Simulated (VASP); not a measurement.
# KPt (P-6m2) in VASP: equation of state, part 2 of 2

VASP 6.6.1. The steps go on from the part before.

### 3 Equation of state, PBE, 20.01 Å³/atom (volume scaled by 0.96)

Input file INCAR:

```
SYSTEM = KPt
ALGO = Normal
EDIFF = 1E-7
ENCUT = 520
GGA = PE
ISIF = 2
ISMEAR = -1
LASPH = .True.
LCHARG = .False.
LREAL = .False.
LWAVE = .False.
NBANDS = 16
NELM = 100
PREC = Accurate
SIGMA = 0.05
```

Input file KPOINTS:

```
k-points
0
Gamma
  10 10 5
  0 0 0
```

Input file POSCAR:

```
KPt
1.0
    2.9602903169      0.0000000000      0.0000000000
   -1.4801451584      2.5636866170      0.0000000000
    0.0000000000      0.0000000000      5.2733316032
Pt K
1 1
Direct
    0.6666666667      0.3333333333      0.0000000000
    0.0000000000      0.0000000000      0.5000000000
```

Potentials or basis: VASP PAW PBE potentials, release 64 (Pt, K_sv).

On the command line:

```
$ cat potpaw_PBE.64/Pt/POTCAR potpaw_PBE.64/K_sv/POTCAR > POTCAR
$ mpirun -np 1 vasp_std > vasp.out
```

OUTCAR:

```text
SYSTEM = KPt
   EDIFF = 1E-7
   ENCUT = 520
   GGA = PE
   ISIF = 2
   ISMEAR = -1
   LASPH = .True.
   LREAL = .False.
   NELM = 100
   PREC = Accurate

 Found     42 irreducible k-points:

 Following reciprocal coordinates:
            Coordinates               Weight
  0.000000  0.000000  0.000000      1.000000
  0.100000  0.000000  0.000000      6.000000
  0.200000  0.000000  0.000000      6.000000
  0.300000  0.000000  0.000000      6.000000
  0.400000  0.000000  0.000000      6.000000
  0.500000 -0.000000  0.000000      3.000000
   k-points           NKPTS =     42   k-points in BZ     NKDIM =     42   number of bands    NBANDS=     16
   number of dos      NEDOS =    301   number of ions     NIONS =      2
   total plane-waves  NPLWV =  23040
   dimension x,y,z NGX =    24 NGY =   24 NGZ =   40
   dimension x,y,z NGXF=    48 NGYF=   48 NGZF=   80
   ions per type =               1   1
   NGX,Y,Z   is equivalent  to a cutoff of  13.48, 13.48, 12.61 a.u.
   NGXF,Y,Z  is equivalent  to a cutoff of  26.96, 26.96, 25.22 a.u.
 SYSTEM =  KPt
   PREC   = accura    normal or accurate (medium, high low for compatibility)
   ISTART =      0    job   : 0-new  1-cont  2-samecut
   ICHARG =      2    charge: 1-file 2-atom 10-const
   ISPIN  =      1    spin polarized calculation?
   LNONCOLLINEAR =      F non collinear calculations
   LSORBIT =      F    spin-orbit coupling
   LASPH  =      T    aspherical Exc in radial PAW
   ENCUT  =  520.0 eV  38.22 Ry    6.18 a.u.   5.50  5.50  9.80*2*pi/ulx,y,z
   NELM   =    100;   NELMIN=  2; NELMDL= -5     # of ELM steps
   EDIFF  = 0.1E-06   stopping-criterion for ELM
   LREAL  =      F    real-space projection
   EDIFFG = 0.1E-05   stopping-criterion for IOM
   NSW    =      0    number of steps for IOM
   IBRION =     -1    ionic relax: 0-MD 1-quasi-New 2-CG
   NFREE  =      0    steps in history (QN), initial steepest desc. (CG)
   ISIF   =      2    stress and relaxation
   ISYM   =      2    0-nonsym 1-usesym 2-fastsym
   POTIM  = 0.5000    time-step for ionic-motion
   TEBEG  =    0.0;   TEEND  =   0.0 temperature during run
   PSTRESS=    0.0 pullay stress
   NELECT =      19.0000    total number of electrons
   NUPDOWN=      -1.0000    fix difference up-down
   EMIN   =  10.00;   EMAX   =-10.00  energy-range for DOS
   EFERMI =   0.00;   METHOD = LEGACY
   ISMEAR =    -1;   SIGMA  =   0.05  broadening in eV -4-tet -1-fermi 0-gaus
   EFERMI_NEDOS =   21; number of points for ismear=-14 and -15
   IALGO  =     38    algorithm
   IMIX   =      4    mixing-type and parameters
     AMIX     =   0.40;   BMIX     =  1.00
     AMIX_MAG =   1.60;   BMIX_MAG =  1.00
  volume/ion in A,a.u.               =      20.01       135.04
  Fermi-wavevector in a.u.,A,eV,Ry     =   1.277119  2.413404 22.191539  1.631032
  Thomas-Fermi vector in A             =   2.409736
   LORBIT       =      0    0 simple, 1 ext, 2 COOP (PROOUT), +10 PAW based schemes
   GGA     = PE    functional components
   LHFCALC =     F    Hartree Fock is set to
   AEXX    =    0.0000 exact exchange contribution
   IVDW    =     0    specifies the selected vdW correction
   LEPSILON=     F    determine dielectric tensor
   LRPA    =     F    only Hartree local field effects (RPA)
 non-spin polarized calculation
  energy-cutoff  :      520.00
  volume of cell :       40.02
 maximum number of plane-waves:      1106
 NGX is ok and might be reduce to    24
   NGX = 11   NGY = 11   NGZ = 19

 number of electron      18.9999999 magnetization

 Free energy of the ion-electron system (eV)
  ---------------------------------------------------
  ext. energy  EPLUGINS =         0.00000000
  ---------------------------------------------------
  free energy    TOTEN  =        -6.55993001 eV

  energy without entropy =       -6.54806822  energy(sigma->0) =       -6.55399911

 E-fermi :   5.8686     XC(G=0): -10.8280

 val. band max:        5.8495451981   @ k =   0.3000   0.1000   0.2000
 cond. band min:       5.8896930321   @ k =   0.3000   0.1000   0.4000
 fundamental gap:      0.0401478339
 Fermi energy:         5.8686192121

 k-point     1 :       0.0000    0.0000    0.0000
  band No.  band energies     occupation
      1     -26.5277      2.00000
      2      -9.7876      2.00000
      3      -8.7628      2.00000
      4      -8.7628      2.00000
      5      -0.7892      2.00000
      6       2.4259      2.00000
[... 8 lines left out ...]
     15      15.0870      0.00000
     16      15.0870      0.00000

 k-point     2 :       0.1000    0.0000    0.0000
  band No.  band energies     occupation
      1     -26.4791      2.00000
      2      -9.7399      2.00000
      3      -9.0286      2.00000
      4      -8.8154      2.00000
      5      -0.4657      2.00000
      6       2.5658      2.00000
[... 8 lines left out ...]
     15      14.9090      0.00000
     16      14.9857      0.00000

 k-point     3 :       0.2000    0.0000    0.0000
  band No.  band energies     occupation
      1     -26.3486      2.00000
      2      -9.6801      2.00000
      3      -9.6119      2.00000
      4      -8.9500      2.00000
      5       0.4002      2.00000
      6       2.7990      2.00000
[... 8 lines left out ...]
     15      14.7360      0.00000
     16      14.8503      0.00000

 k-point     4 :       0.3000    0.0000    0.0000
  band No.  band energies     occupation
      1     -26.1807      2.00000
      2     -10.4195      2.00000
      3      -9.4472      2.00000
      4      -9.1104      2.00000
      5       1.2279      2.00000
      6       3.0171      2.00000
[... 8 lines left out ...]
     15      14.4531      0.00000
     16      15.2932      0.00000

 k-point     5 :       0.4000    0.0000    0.0000
  band No.  band energies     occupation
      1     -26.0388      2.00000
      2     -10.9792      2.00000
      3      -9.3082      2.00000
      4      -9.2359      2.00000
      5       1.3119      2.00000
      6       2.6070      2.00000
[... 8 lines left out ...]
     15      15.1186      0.00000
     16      15.8855      0.00000

 k-point     6 :       0.5000   -0.0000    0.0000
  band No.  band energies     occupation
      1     -25.9831      2.00000
      2     -11.1859      2.00000
      3      -9.2827      2.00000
      4      -9.2536      2.00000
      5       1.2568      2.00000
      6       2.4447      2.00000
[... 8 lines left out ...]
     15      15.5715      0.00000
     16      16.1297      0.00000

 [... further k-points ...]

------------------------ aborting loop because EDIFF is reached ----------------------------------------

  FORCE on cell =-STRESS in cart. coord.  units (eV):
  Direction    XX          YY          ZZ          XY          YZ          ZX
  --------------------------------------------------------------------------------------
  -------------------------------------------------------------------------------------
  Total        0.7142594      0.7142594      1.1062580      0.0000000      0.0000000      0.0000000
  in kB       28.5944829     28.5944829     44.2876556      0.0000000      0.0000000      0.0000000
  external PRESSURE =      33.8255405 kB  Pullay stress =       0.0000000 kB

 VOLUME and BASIS-vectors are now :
 -----------------------------------------------------------------------------
  energy-cutoff  :      520.00
  volume of cell :       40.02
      direct lattice vectors                 reciprocal lattice vectors
     2.960290317  0.000000000  0.000000000     0.337804706  0.195031638  0.000000000
    -1.480145158  2.563686617  0.000000000     0.000000000  0.390063276  0.000000000
     0.000000000  0.000000000  5.273331603     0.000000000  0.000000000  0.189633438

 POSITION                                       TOTAL-FORCE (eV/Angst)
 -----------------------------------------------------------------------------------
      1.48015      0.85456      0.00000         0.000000     -0.000000      0.000000
      0.00000      0.00000      2.63667        -0.000000      0.000000      0.000000
 -----------------------------------------------------------------------------------
    total drift:                               -0.000000      0.000000      0.000000

  FREE ENERGIE OF THE ION-ELECTRON SYSTEM (eV)
  ---------------------------------------------------
  free  energy   TOTEN  =        -6.5599300089 eV

  energy  without entropy=       -6.5480682154  energy(sigma->0) =       -6.55399911
```

OSZICAR:

```text
N       E                     dE             d eps       ncg     rms          rms(c)
DAV:   1     0.114656318919E+03    0.11466E+03   -0.91273E+03  1344   0.109E+03
DAV:   2    -0.253499279501E+01   -0.11719E+03   -0.11063E+03  1736   0.291E+02
DAV:   3    -0.689534761803E+01   -0.43604E+01   -0.43247E+01  2232   0.446E+01
DAV:   4    -0.693855914378E+01   -0.43212E-01   -0.43198E-01  1624   0.386E+00
DAV:   5    -0.694008168065E+01   -0.15225E-02   -0.15225E-02  2008   0.459E-01    0.974E+00
DAV:   6    -0.665116753661E+01    0.28891E+00   -0.89570E-01  1360   0.586E+00    0.486E+00
DAV:   7    -0.657430333419E+01    0.76864E-01   -0.11342E-01  1688   0.230E+00    0.347E+00
DAV:   8    -0.656113228036E+01    0.13171E-01   -0.73176E-02  1760   0.191E+00    0.687E-01
DAV:   9    -0.655992195305E+01    0.12103E-02   -0.55888E-03  1552   0.678E-01    0.130E-01
DAV:  10    -0.655991566328E+01    0.62898E-05   -0.41975E-04  1800   0.150E-01    0.484E-02
DAV:  11    -0.655992908980E+01   -0.13427E-04   -0.48023E-05  1776   0.609E-02    0.722E-03
DAV:  12    -0.655993013688E+01   -0.10471E-05   -0.12488E-06  1736   0.984E-03    0.332E-03
DAV:  13    -0.655993001959E+01    0.11730E-06   -0.41891E-07  1552   0.503E-03    0.574E-04
DAV:  14    -0.655993000890E+01    0.10682E-07   -0.15070E-08   920   0.105E-03
   1 F= -.65599300E+01 E0= -.65539991E+01  d E =-.118618E-01
```

stdout:

```text
POSCAR found type information on POSCAR PtK
 POSCAR found :  2 types and       2 ions
 scaLAPACK will be used
 LDA part: xc-table for (Slater+PW92), standard interpolation
 POSCAR, INCAR and KPOINTS ok, starting setup
 FFT: planning ... GRIDC
 FFT: planning ... GRID_SOFT
 FFT: planning ... GRID
 WAVECAR not read
 entering main loop
```

Run time: 11 s. Hardware: 1 thread of Intel Xeon 6975P-C (Granite Rapids), shared host; peak memory 0.17 GiB.

Results:

- Free energy: -6.5599 eV
- Pressure: 3.4 GPa
- Band gap on the k mesh: none (metal or under the smearing width)

### 4 Equation of state, PBE, 20.43 Å³/atom (volume scaled by 0.98)

Input file INCAR:

```
SYSTEM = KPt
ALGO = Normal
EDIFF = 1E-7
ENCUT = 520
GGA = PE
ISIF = 2
ISMEAR = -1
LASPH = .TRUE.
LCHARG = .FALSE.
LREAL = .FALSE.
LWAVE = .FALSE.
NBANDS = 16
NELM = 80
PREC = Accurate
SIGMA = 0.05
```

Input file KPOINTS:

```
k-points
0
G
  10 10 5
  0 0 0
```

Input file POSCAR:

```
KPt
1.0
    2.9807067573      0.0000000000      0.0000000000
   -1.4903533787      2.5813677731      0.0000000000
    0.0000000000      0.0000000000      5.3097005566
Pt K
1 1
Direct
    0.6666666667      0.3333333333      0.0000000000
    0.0000000000      0.0000000000      0.5000000000
```

On the command line:

```
$ cat potpaw_PBE.64/Pt/POTCAR potpaw_PBE.64/K_sv/POTCAR > POTCAR
$ mpirun -np 1 vasp_std > vasp.out
```

Run time: 22 s. Hardware: 1 thread of Intel Xeon 6975P-C (Granite Rapids), shared host; peak memory 0.17 GiB.

The run converged. Its results:

```yaml
Free_energy: -6.5738 eV
Pressure: 1.9 GPa
Band_gap_on_the_k_mesh: none (metal or under the smearing width)
```

### 5 Equation of state, PBE, 21.26 Å³/atom (volume scaled by 1.02)

Input file INCAR:

```
SYSTEM = KPt
ALGO = Normal ; EDIFF = 1E-7
ENCUT = 520 ; GGA = PE
ISIF = 2 ; ISMEAR = -1
LASPH = .TRUE. ; LCHARG = .FALSE.
LREAL = .FALSE. ; LWAVE = .FALSE.
NBANDS = 16 ; NELM = 60
PREC = Accurate ; SIGMA = 0.05
```

KPOINTS is that of step 4.

Input file POSCAR:

```
KPt
1.0
    3.0207210188      0.0000000000      0.0000000000
   -1.5103605094      2.6160211400      0.0000000000
    0.0000000000      0.0000000000      5.3809802105
Pt K
1 1
Direct
    0.6666666667      0.3333333333      0.0000000000
    0.0000000000      0.0000000000      0.5000000000
```

On the command line:

```
$ cat potpaw_PBE.64/Pt/POTCAR potpaw_PBE.64/K_sv/POTCAR > POTCAR
$ mpirun -np 1 vasp_std > vasp.out
```

Wall time 11 s (1 thread of Intel Xeon 6975P-C (Granite Rapids), shared host); peak memory 0.17 GiB.

Results (log left out):

```
Free energy            : -6.5801 eV
Pressure               : -0.7 GPa
Band gap on the k mesh : none (metal or under the smearing width)
```

### 6 Equation of state, PBE, 21.68 Å³/atom (volume scaled by 1.04)

Input file INCAR:

```
PREC = Accurate ; ENCUT = 520
EDIFF = 1E-7 ; ISMEAR = -1
SIGMA = 0.05 ; LREAL = F
LASPH = T ; NELM = 100
ALGO = Normal ; ISIF = 2
LWAVE = F ; LCHARG = F
GGA = PE ; NBANDS = 16
```

Input file KPOINTS:

```
regular mesh
0
Gamma
  10 10 5
```

Input file POSCAR:

```
KPt
1.0
    3.0403366399      0.0000000000      0.0000000000
   -1.5201683200      2.6330087662      0.0000000000
    0.0000000000      0.0000000000      5.4159226196
Pt K
1 1
Direct
    0.6666666667      0.3333333333      0.0000000000
    0.0000000000      0.0000000000      0.5000000000
```

Potentials or basis: VASP PAW PBE potentials, release 64 (Pt, K_sv).

On the command line:

```
$ cat potpaw_PBE.64/Pt/POTCAR potpaw_PBE.64/K_sv/POTCAR > POTCAR
$ mpirun -np 1 vasp_std > vasp.out
```

Wall time 13 s (1 thread of Intel Xeon 6975P-C (Granite Rapids), shared host); peak memory 0.17 GiB.

It converged, with:

```
Free energy            : -6.5741 eV
Pressure               : -1.7 GPa
Band gap on the k mesh : none (metal or under the smearing width)
```

### 7 Equation of state, PBE, 22.09 Å³/atom (volume scaled by 1.06)

Input file INCAR:

```
ALGO = Normal
EDIFF = 1E-7
ENCUT = 520
GGA = PE
ISIF = 2
ISMEAR = -1
LASPH = T
LCHARG = F
LREAL = F
LWAVE = F
NBANDS = 16
NELM = 80
PREC = Accurate
SIGMA = 0.05
```

Input file KPOINTS:

```
k-points
0
Gamma
  10 10 5
```

Input file POSCAR:

```
KPt
1.0
    3.0597023636      0.0000000000      0.0000000000
   -1.5298511818      2.6497799749      0.0000000000
    0.0000000000      0.0000000000      5.4504198721
Pt K
1 1
Direct
    0.6666666667      0.3333333333      0.0000000000
    0.0000000000      0.0000000000      0.5000000000
```

On the command line:

```
$ cat potpaw_PBE.64/Pt/POTCAR potpaw_PBE.64/K_sv/POTCAR > POTCAR
$ mpirun -np 1 vasp_std > vasp.out
```

Wall time 20 s (1 thread of Intel Xeon 6975P-C (Granite Rapids), shared host); peak memory 0.18 GiB.

It converged, with:

```yaml
Free_energy: -6.5630 eV
Pressure: -2.6 GPa
Band_gap_on_the_k_mesh: none (metal or under the smearing width)
```

### 8 Equation of state, PBE

Potentials or basis: VASP PAW PBE potentials, release 64 (Pt, K_sv).

This step only gathers the single runs of the series.

What came out:

```yaml
Equilibrium_volume: 21.04 Å³/atom
Bulk_modulus_at_fixed_shape_and_positions: 60 GPa
Pressure_derivative_of_the_bulk_modulus: 5.4
```

Energy against volume, from the lowest point:
| volume (Å³/atom) | energy (meV/atom) |
| --- | --- |
| 19.593 | 21.33 |
| 20.010 | 10.15 |
| 20.427 | 3.21 |
| 20.844 | 0.00 |
| 21.261 | 0.09 |
| 21.678 | 3.07 |
| 22.095 | 8.60 |

Caveat: the cell was scaled at fixed shape and fractional positions, which overstates the stiffness of a crystal with free parameters, most of all of layers and chains. Spin-orbit coupling is left out, which matters for the levels of Pt.
